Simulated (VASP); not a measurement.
Level of theory: vdW-DF-cx, VASP's PBE PAW potentials (set 64) (plane waves; VASP).

Input for VASP

POSCAR:
```
ZrS2
1.0
  1.8202553323  -3.1527747401   0.0000000000
  1.8202553323   3.1527747401   0.0000000000
  0.0000000000   0.0000000000   5.7991755291
Zr S
1 2
direct
  0.0000000000   0.0000000000   1.0000000000
  0.3333330000   0.6666670000   0.2492600743
  0.6666670000   0.3333330000   0.7507399257
```

### KPOINTS
```
Automatic mesh
0
Gamma
6 6 4
0 0 0
```

**INCAR**
```
SYSTEM = ZrS2
NELM = 100   ! most electronic steps
LREAL = .FALSE.   ! projection in real space or not
LMAXMIX = 4   ! l cut-off of mixed one-centre charges
GGA = CX
LWAVE = .FALSE.
NSW = 60
AGGAC = 0.0
ENCUT = 520   ! plane-wave cut-off (eV)
ISIF = 3
EDIFFG = -0.02
ALGO = Normal
PREC = Accurate
LUSE_VDW = .TRUE.
EDIFF = 1E-6
LASPH = .TRUE.
ISMEAR = 0
LCHARG = .FALSE.
IBRION = 2   ! conjugate gradients
SIGMA = 0.05
```

POTCAR, in this order: Zr_sv S (PBE.64 set). Program: vasp_std.

Problem. What does the run give for the energy per atom (σ→0), volume per atom, band gap (on the k-mesh)?

Solution. 
```
Quantity                          Result
------------------------  --------------
energy per atom (σ→0)     -5.439 eV/atom
band gap (on the k-mesh)         0.73 eV
volume per atom            22.21 Å³/atom
```

### OSZICAR
```
...
DAV:   1    -0.163182006686E+02   -0.46846E-03   -0.20400E-02   768   0.112E+00    0.142E-01
DAV:   2    -0.163179171288E+02    0.28354E-03   -0.15380E-03   840   0.324E-01    0.713E-02
DAV:   3    -0.163178573190E+02    0.59810E-04   -0.14553E-04  1072   0.834E-02    0.321E-02
DAV:   4    -0.163178506622E+02    0.66568E-05   -0.49518E-05  1152   0.416E-02    0.167E-02
DAV:   5    -0.163178537198E+02   -0.30576E-05   -0.83326E-06  1224   0.168E-02    0.951E-03
DAV:   6    -0.163178549719E+02   -0.12521E-05   -0.18102E-06   504   0.979E-03    0.111E-03
DAV:   7    -0.163178551214E+02   -0.14956E-06   -0.50028E-07   392   0.576E-03
   8 F= -.16317855E+02 E0= -.16317855E+02  d E =-.123356E-03
```

The compound is ZrS2 in the 1T layered structure. This run relaxes it. Symmetry was kept, so distortions that lower it aren't found. The start is the result of an earlier pass.
